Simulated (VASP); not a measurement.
# AlGa7O12 (P1) in VASP: a series of runs

One crystal, AlGa7O12, is run at these levels: PBEsol; tasks: relaxation of cell and atoms.

Program: VASP 6.6.1. These are calculated values, not measurements. Logs are shortened: lines on timing, memory, paths and dates and some standing lists are left out, and cuts for length are marked.

### 1 Starting point

The typed cell holds 20 atoms: a = 4.972 Å, b = 5.317 Å, c = 7.279 Å, α = 95.26°, β = 90.00°, γ = 90.00°.

The cell was built by a generator and needn't be a form met in nature.

### 2 Relaxation of cell and atoms, PBEsol

Contents of INCAR:

```
PREC     = Accurate       # precision mode
ENCUT    = 600            # plane-wave cutoff, eV
EDIFF    = 1E-6           # SCF threshold, eV
ISMEAR   = 0              # smearing method
SIGMA    = 0.03           # smearing width, eV
LREAL    = False          # projectors in reciprocal space
LASPH    = True           # aspherical terms in the spheres
NELM     = 80             # most SCF steps
ALGO     = Normal         # electronic algorithm
ISIF     = 3              # what is computed and relaxed
LWAVE    = False          # write WAVECAR
LCHARG   = False          # write CHGCAR
GGA      = PS             # functional
IBRION   = 2              # ionic algorithm
NSW      = 90             # ionic steps
EDIFFG   = -0.01          # ionic threshold
KPAR     = 8
```

Contents of KPOINTS:

```
Automatic mesh
0
Gamma
  6 6 4
```

Contents of POSCAR:

```
AlGa7O12
1.0
   -2.4858662500     -4.3056466500      0.0000000000
   -2.4858662500      1.4352155500      4.4753664200
   -4.9717325100      2.8704311000     -4.4753664200
Al Ga O
1 7 12
Direct
    0.5000000000      0.2119200000      0.1440400000
    0.0000000000      0.7119200000      0.6440400000
    0.5000000000      0.7880800000      0.3559600000
    0.0000000000      0.2880800000      0.8559600000
    0.5000000000      0.7880800000      0.8559600000
    0.0000000000      0.2880800000      0.3559600000
    0.5000000000      0.2119200000      0.6440400000
    0.0000000000      0.7119200000      0.1440400000
    0.3487000000      0.8487000000      0.0987000000
    0.8487000000      0.3487000000      0.5987000000
    0.8487000000      0.6513000000      0.9013000000
    0.3487000000      0.1513000000      0.4013000000
    0.3026000000      0.5000000000      0.7500000000
    0.8026000000      0.0000000000      0.2500000000
    0.6513000000      0.1513000000      0.9013000000
    0.1513000000      0.6513000000      0.4013000000
    0.1513000000      0.3487000000      0.0987000000
    0.6513000000      0.8487000000      0.5987000000
    0.6974000000      0.5000000000      0.2500000000
    0.1974000000      0.0000000000      0.7500000000
```

Potentials or basis: VASP PAW PBE potentials, release 64 (Al, Ga_d, O).

Started as:

```console
> cat potpaw_PBE.64/Al/POTCAR potpaw_PBE.64/Ga_d/POTCAR potpaw_PBE.64/O/POTCAR > POTCAR
> mpirun -np 8 vasp_std > vasp.out
```

OUTCAR:

```text
PREC = Accurate
   ENCUT = 600
   EDIFF = 1E-6
   ISMEAR = 0
   LREAL = False
   LASPH = True
   NELM = 80
   ISIF = 3
   GGA = PS
   IBRION = 2
   NSW = 90
   EDIFFG = -0.01

 ion  position               nearest neighbor table
   1  0.500  0.212  0.144-  19 1.92  17 1.92  15 1.92   9 2.07  14 2.07  12 2.07   3 2.85   6 2.93
                             6 2.93   5 2.93
   2  0.000  0.712  0.644-  20 1.92  18 1.92  16 1.92  10 2.07  13 2.07  11 2.07   4 2.85
   3  0.500  0.788  0.356-  16 1.92  19 1.92  18 1.92  14 2.07  12 2.07   9 2.07   1 2.85
   4  0.000  0.288  0.856-  15 1.92  20 1.92  17 1.92  13 2.07  11 2.07  10 2.07   2 2.85
   5  0.500  0.788  0.856-  13 1.92  11 1.92   9 1.92  15 2.07  20 2.07  18 2.07   7 2.85   1 2.93

   6  0.000  0.288  0.356-  14 1.92  12 1.92  10 1.92  16 2.07  19 2.07  17 2.07   8 2.85   1 2.93
                             1 2.93
   7  0.500  0.212  0.644-  10 1.92  13 1.92  12 1.92  20 2.07  18 2.07  15 2.07   5 2.85
   8  0.000  0.712  0.144-   9 1.92  14 1.92  11 1.92  19 2.07  17 2.07  16 2.07   6 2.85
   9  0.349  0.849  0.099-   8 1.92   5 1.92   1 2.07   3 2.07
  10  0.849  0.349  0.599-   7 1.92   6 1.92   2 2.07   4 2.07
  11  0.849  0.651  0.901-   5 1.92   8 1.92   4 2.07   2 2.07
  12  0.349  0.151  0.401-   6 1.92   7 1.92   3 2.07   1 2.07
  13  0.303  0.500  0.750-   5 1.92   7 1.92   4 2.07   2 2.07
  14  0.803  0.000  0.250-   6 1.92   8 1.92   3 2.07   1 2.07
  15  0.651  0.151  0.901-   4 1.92   1 1.92   5 2.07   7 2.07
  16  0.151  0.651  0.401-   3 1.92   2 1.92   6 2.07   8 2.07
  17  0.151  0.349  0.099-   1 1.92   4 1.92   8 2.07   6 2.07
  18  0.651  0.849  0.599-   2 1.92   3 1.92   7 2.07   5 2.07
  19  0.697  0.500  0.250-   1 1.92   3 1.92   8 2.07   6 2.07
  20  0.197  0.000  0.750-   2 1.92   4 1.92   7 2.07   5 2.07

  LATTYP: Found a simple monoclinic cell.
 ALAT       =     5.3167921984
 B/A-ratio  =     0.9351000224
 C/A-ratio  =     1.3690916896
 COS(beta)  =    -0.0917308527

  Lattice vectors:

 A1 = (  -2.4858662500,   1.4352155500,   4.4753664200)
 A2 = (   2.4858662500,   4.3056466500,   0.0000000000)
 A3 = (  -4.9717325100,   2.8704311000,  -4.4753664200)

Analysis of symmetry for initial positions (statically):
=====================================================================
 Subroutine PRICEL returns:
 Original cell was already a primitive cell.

 Routine SETGRP: Setting up the symmetry group for a
 simple monoclinic supercell.

 Subroutine GETGRP returns: Found  1 space group operations
 (whereof  1 operations were pure point group operations)
 out of a pool of  4 trial point group operations.

The static configuration has the point symmetry C_1 .

Analysis of symmetry for dynamics (positions and initial velocities):
[... 177 lines left out ...]
   LRPA    =     F    only Hartree local field effects (RPA)
 conjugate gradient relaxation of ions
 non-spin polarized calculation
 Gauss-broadening in eV      SIGMA  =   0.03
  energy-cutoff  :      600.00
  volume of cell :      191.60
 maximum number of plane-waves:      6422
 NGX is ok and might be reduce to    40
   NGX = 19   NGY = 21   NGZ = 29

--------------------------------------- Ionic step        1  -------------------------------------------

 number of electron     165.9999977 magnetization

 Free energy of the ion-electron system (eV)
  ---------------------------------------------------
  ext. energy  EPLUGINS =         0.00000000
  ---------------------------------------------------
  free energy    TOTEN  =      -131.09894297 eV

  energy without entropy =     -131.09894297  energy(sigma->0) =     -131.09894297

------------------------ aborting loop because EDIFF is reached ----------------------------------------

  FORCE on cell =-STRESS in cart. coord.  units (eV):
  Direction    XX          YY          ZZ          XY          YZ          ZX
  --------------------------------------------------------------------------------------
  -------------------------------------------------------------------------------------
  Total        0.8378727      0.8403615     -0.6299816      0.0018152      0.0005489     -0.0007834
  in kB        7.0062220      7.0270332     -5.2678538      0.0151788      0.0045898     -0.0065510
  external PRESSURE =       2.9218005 kB  Pullay stress =       0.0000000 kB
[... 143 lines left out ...]
  FREE ENERGIE OF THE ION-ELECTRON SYSTEM (eV)
  ---------------------------------------------------
  free  energy   TOTEN  =      -131.2432028078 eV

  energy  without entropy=     -131.2432028078  energy(sigma->0) =     -131.24320281

[... ionic steps 4 to 11 ...]

--------------------------------------- Ionic step       12  -------------------------------------------

 number of electron     165.9999982 magnetization

------------------------ aborting loop because EDIFF is reached ----------------------------------------
[... 103 lines left out ...]
--------------------------------------- Ionic step       14  -------------------------------------------

 number of electron     165.9999983 magnetization

 Free energy of the ion-electron system (eV)
  ---------------------------------------------------
  ext. energy  EPLUGINS =         0.00000000
  ---------------------------------------------------
  free energy    TOTEN  =      -131.28082400 eV

  energy without entropy =     -131.28082400  energy(sigma->0) =     -131.28082400

 E-fermi :   4.6758     XC(G=0): -12.3707

 val. band max:        4.5341352120   @ k =   0.3333   0.0000  -0.0000
 cond. band min:       7.5196045099   @ k =   0.0000   0.0000   0.0000
 fundamental gap:      2.9854692979
 Fermi energy:         4.6757938431

 k-point     1 :       0.0000    0.0000    0.0000
  band No.  band energies     occupation
      1     -14.4385      2.00000
      2     -13.4980      2.00000
      3     -12.8263      2.00000
      4     -12.7641      2.00000
      5     -12.5776      2.00000
      6     -12.4646      2.00000
[... 2341 lines left out ...]
     94      13.9405      0.00000
     95      14.1844      0.00000

 [... further k-points ...]

 [bands above 95 left out]

------------------------ aborting loop because EDIFF is reached ----------------------------------------

  FORCE on cell =-STRESS in cart. coord.  units (eV):
  Direction    XX          YY          ZZ          XY          YZ          ZX
  --------------------------------------------------------------------------------------
  -------------------------------------------------------------------------------------
  Total       -0.0499569     -0.0536572     -0.0543657     -0.0018918     -0.0021212      0.0017962
  in kB       -0.4179416     -0.4488991     -0.4548264     -0.0158267     -0.0177460      0.0150269
  external PRESSURE =      -0.4405557 kB  Pullay stress =       0.0000000 kB
[... 35 lines left out ...]
  FREE ENERGIE OF THE ION-ELECTRON SYSTEM (eV)
  ---------------------------------------------------
  free  energy   TOTEN  =      -131.2808240009 eV

  energy  without entropy=     -131.2808240009  energy(sigma->0) =     -131.28082400

 reached required accuracy - stopping structural energy minimisation
```

Run time: 74 min. Hardware: 8 MPI ranks of Intel Xeon Platinum 8375C at 2.90GHz (Ice Lake), shared host; peak memory 1.2 GiB.

Results:

| Item | Value |
| --- | --- |
| Free energy | -131.2808 eV |
| Relaxed volume | 9.58 Å³/atom |
| Relaxed cell | a = 4.975 Å, b = 5.309 Å, c = 7.280 Å, α = 95.11°, β = 90.00°, γ = 89.99° |
| Space group after relaxing (to 0.05 Å) | P1 (No. 1) |
| Energy gained by relaxing | 9.1 meV/atom |
| Ionic steps | 14 |
| Pressure after relaxing | 0.0 GPa |
| Largest force after relaxing | 0.006 eV/Å |
| Band gap on the k mesh | 2.99 eV, indirect (least direct gap 3.12 eV) |

Forces on the atoms (eV/Å):
```
Al   0.003 -0.001 -0.002
Ga  -0.003  0.001  0.004
Ga   0.001 -0.004  0.001
Ga  -0.001  0.004  0.000
Ga  -0.005  0.000  0.002
Ga   0.005  0.001  0.001
Ga   0.001  0.001  0.003
Ga  -0.001 -0.001 -0.001
O    0.003 -0.002 -0.001
O   -0.001 -0.002  0.001
O    0.002  0.001 -0.001
O    0.001  0.002  0.002
O   -0.002  0.001  0.002
O   -0.003  0.000 -0.002
O   -0.001  0.000 -0.001
O    0.002  0.000 -0.003
O    0.001  0.000 -0.003
O   -0.002  0.001  0.001
O    0.000 -0.002 -0.005
O    0.000  0.000  0.002
```

Step by step:
| step | energy change (eV) | largest force (eV/Å) | pressure (GPa) | volume (Å³) |
| --- | --- | --- | --- | --- |
| 1 | 0.0000 | 1.1116 | 0.29 | 191.60 |
| 2 | -0.1440 | 0.4474 | -0.60 | 192.09 |
| 3 | -0.1443 | 0.4463 | -0.64 | 192.11 |
| 4 | -0.1713 | 0.2105 | 0.36 | 191.12 |
| 5 | -0.1714 | 0.2301 | 0.59 | 191.02 |
| 6 | -0.1795 | 0.1053 | -0.20 | 191.69 |
| 7 | -0.1795 | 0.1019 | -0.27 | 191.70 |
| 8 | -0.1813 | 0.0487 | 0.15 | 191.37 |
| 9 | -0.1813 | 0.0490 | 0.14 | 191.38 |
| 10 | -0.1817 | 0.0290 | -0.07 | 191.54 |
| 11 | -0.1817 | 0.0291 | -0.06 | 191.53 |
| 12 | -0.1819 | 0.0115 | 0.04 | 191.47 |
| 13 | -0.1819 | 0.0137 | 0.03 | 191.47 |
| 14 | -0.1819 | 0.0056 | -0.04 | 191.51 |

Final structure:
```xyz
20
Lattice="-2.4876 -4.3080 0.0002 -2.4874 1.4357 4.4654 -4.9777 2.8736 -4.4678" Properties=species:S:1:pos:R:3 pbc="T T T"
Al   -2.4875   -1.4341    0.2358
Ga   -4.9773    2.8710    0.2886
Ga   -4.9611   -0.0171    1.9071
Ga   -7.4797   -1.4173   -2.5634
Ga   -7.4782    1.4442   -0.2990
Ga   -4.9634   -2.8783   -0.2960
Ga   -4.9734    0.0046   -1.9293
Ga   -2.4900    1.4316    2.5315
O    -3.4968    0.0212    3.3883
O    -5.9538   -1.4387   -1.1192
O    -8.2251   -0.1332   -1.1173
O    -3.2389   -0.1576   -1.0800
O    -5.7343    1.5679   -1.1075
O    -3.2103   -2.7271   -1.0893
O    -6.5250    0.0490   -3.3695
O    -3.9869    1.4506    1.1342
O    -1.7704    0.0728    1.1113
O    -6.7106    0.1319    1.1210
O    -4.1563   -1.5710    1.1043
O    -4.2207    1.3072   -3.3389
```

Caveat: the PAW data sets were made with another functional, which shifts forces and pressure a little. A k mesh can miss the band edges.

### 3 Relaxation of cell and atoms, PBEsol

INCAR, as its differences from that of step 2:

```diff
@@ -2,3 +2,3 @@
 ENCUT    = 600            # plane-wave cutoff, eV
-EDIFF    = 1E-6           # SCF threshold, eV
+EDIFF    = 1E-7           # SCF threshold, eV
 ISMEAR   = 0              # smearing method
@@ -15,3 +15,3 @@
 NSW      = 90             # ionic steps
-EDIFFG   = -0.01          # ionic threshold
+EDIFFG   = -0.005         # ionic threshold
 KPAR     = 8
```

KPOINTS is that of step 2.

Contents of POSCAR:

```
AlGa7O12                                
1.0
   -2.4876026351     -4.3080221156      0.0001541531
   -2.4873865381      1.4357231538      4.4654120010
   -4.9777192834      2.8736254926     -4.4677538352
  Al              Ga              O             
     1     7    12
Direct
     0.4996541906019273    0.2019678959600142    0.1491039820182504
     0.0003940195090492    0.7099276873322561    0.6449671404216247
     0.5015505007276813    0.7823362099852051    0.3550734467576273
     0.9984552972553054    0.2867394804442053    0.8603785098665981
     0.5001214341922836    0.7907274759983542    0.8572648817153926
     0.9999000807119360    0.2875828212099107    0.3537137081745453
     0.4990341512132651    0.2120445399555088    0.6437823433448348
     0.0009935101115376    0.7112766558418047    0.1442981978704391
     0.3477124431686199    0.8585276815978956    0.0997021354774134
     0.8488339460086430    0.3477564797622413    0.5981196401495850
     0.8497975058373103    0.6520829081741092    0.9018420905801290
     0.3529483227933157    0.1551293142937403    0.3967848767620212
     0.3033267346009191    0.5019561811102811    0.7495816625057912
     0.7973996037155983    0.0017291963759834    0.2455654496353281
     0.6472463950760082    0.1555484463786739    0.9096615770349905
     0.1481286947541559    0.6542072369560934    0.4000153743730170
     0.1652494117707564    0.3480682229181142    0.0991596162652619
     0.6514368238808645    0.8494313193376050    0.5981007312929462
     0.6912026637188055    0.4914105273674528    0.2439944280766739
     0.1966142703520183    0.0015497190005511    0.7488902076775302
```

Potentials or basis: VASP PAW PBE potentials, release 64 (Al, Ga_d, O).

Started as:

```console
> cat potpaw_PBE.64/Al/POTCAR potpaw_PBE.64/Ga_d/POTCAR potpaw_PBE.64/O/POTCAR > POTCAR
> mpirun -np 8 vasp_std > vasp.out
```

Wall time 19 min (8 MPI ranks of Intel Xeon Platinum 8375C at 2.90GHz (Ice Lake), shared host); peak memory 1.2 GiB.

The run converged. Its results:

| Property | Result |
| --- | --- |
| Free energy | -131.2805 eV |
| Relaxed volume | 9.57 Å³/atom |
| Relaxed cell | a = 4.974 Å, b = 5.309 Å, c = 7.279 Å, α = 95.11°, β = 90.00°, γ = 89.99° |
| Space group after relaxing (to 0.05 Å) | P1 (No. 1) |
| Energy gained by relaxing | 0.0 meV/atom |
| Ionic steps | 2 |
| Pressure after relaxing | 0.1 GPa |
| Largest force after relaxing | 0.005 eV/Å |
| Band gap on the k mesh | 2.99 eV, indirect (least direct gap 3.13 eV) |

Forces on the atoms (eV/Å):
```
Al   0.001  0.001 -0.002
Ga   0.000 -0.001  0.002
Ga   0.000  0.000 -0.002
Ga   0.000  0.000  0.002
Ga   0.001 -0.001  0.003
Ga  -0.001  0.001  0.000
Ga   0.001  0.001  0.005
Ga   0.000 -0.001 -0.002
O    0.000 -0.001 -0.001
O   -0.001  0.001  0.000
O   -0.001  0.001 -0.002
O    0.002  0.000  0.001
O   -0.003  0.001  0.001
O    0.002  0.000 -0.004
O   -0.001  0.001 -0.002
O    0.000 -0.002  0.000
O    0.002 -0.001 -0.002
O    0.000  0.001  0.002
O    0.001 -0.001 -0.003
O   -0.002  0.001  0.003
```

Final structure:
```
CELL_PARAMETERS angstrom
-2.48730 -4.30748 0.00016
-2.48709 1.43554 4.46487
-4.97717 2.87331 -4.46726
ATOMIC_POSITIONS crystal
Al 0.49965 0.20193 0.14909
Ga 0.00040 0.70997 0.64497
Ga 0.50157 0.78232 0.35505
Ga 0.99843 0.28676 0.86039
Ga 0.50014 0.79077 0.85728
Ga 0.99987 0.28757 0.35369
Ga 0.49902 0.21207 0.64377
Ga 0.00101 0.71127 0.14430
O 0.34771 0.85850 0.09969
O 0.84885 0.34777 0.59812
O 0.84978 0.65207 0.90184
O 0.35293 0.15515 0.39678
O 0.30333 0.50198 0.74959
O 0.79742 0.00172 0.24559
O 0.64726 0.15555 0.90967
O 0.14812 0.65417 0.40002
O 0.16524 0.34804 0.09917
O 0.65144 0.84945 0.59811
O 0.69122 0.49137 0.24401
O 0.19662 0.00156 0.74888
```

Levels at points of the mesh, in eV from the valence-band top:
```
           k point  band 81  band 82  band 83  band 84  band 85  band 86
(0.00, 0.00, 0.00)    -0.22    -0.21    -0.14     2.99     6.48     6.66
(0.50, 0.00, 0.00)    -0.25    -0.10    -0.06     5.78     5.81     6.25
(0.00, 0.50, 0.00)    -0.35    -0.25    -0.23     5.55     5.72     6.80
(0.50, 0.50, 0.00)    -0.30    -0.17    -0.11     6.43     6.54     6.68
(0.00, 0.00, 0.50)    -0.30    -0.22    -0.19     4.67     4.92     6.53
(0.50, 0.00, 0.50)    -0.21    -0.14    -0.12     6.30     6.31     6.42
(0.00, 0.50, 0.50)    -0.26    -0.16    -0.14     5.80     5.94     6.33
(0.50, 0.50, 0.50)    -0.36    -0.34    -0.33     6.53     6.66     6.74
```

Caveat: the PAW data sets were made with another functional, which shifts forces and pressure a little. A k mesh can miss the band edges.
